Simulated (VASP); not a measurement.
Input of a VASP 6.6.1 run:

Contents of INCAR:

```
PREC = Accurate
ENCUT = 520
EDIFF = 1E-7
ISMEAR = 0
SIGMA = 0.01
LREAL = F
LASPH = T
NELM = 80
ALGO = Normal
ISIF = 2
LWAVE = F
LCHARG = F
GGA = PE
NBANDS = 15
```

File KPOINTS:

```
regular mesh
0
Gamma
  1 1 1
```

The input POSCAR:

```
SiBH5
1.0
   12.0000000000      0.0000000000      0.0000000000
    0.0000000000     13.0000000000      0.0000000000
    0.0000000000      0.0000000000     12.0000000000
B Si H
1 1 5
Direct
    0.4829625000      0.4249923100      0.5401750000
    0.4939875000      0.5768615400      0.5107750000
    0.3927291700      0.3864076900      0.5473250000
    0.5620958300      0.3701076900      0.5511000000
    0.4352291700      0.6005615400      0.4042166700
    0.4345958300      0.6331230800      0.6014500000
    0.6094375000      0.6179000000      0.5031916700
```

Potentials or basis: VASP PAW PBE potentials, release 64 (B, Si, H).

The run is started by

```sh
$ cat potpaw_PBE.64/B/POTCAR potpaw_PBE.64/Si/POTCAR potpaw_PBE.64/H/POTCAR > POTCAR
$ mpirun -np 1 vasp_gam > vasp.out
```

(1) Predict the gap between the frontier levels.

(2) What does it give for the largest force?

Results:

(1) 3.74 eV.

(2) 0.159 eV/Å.
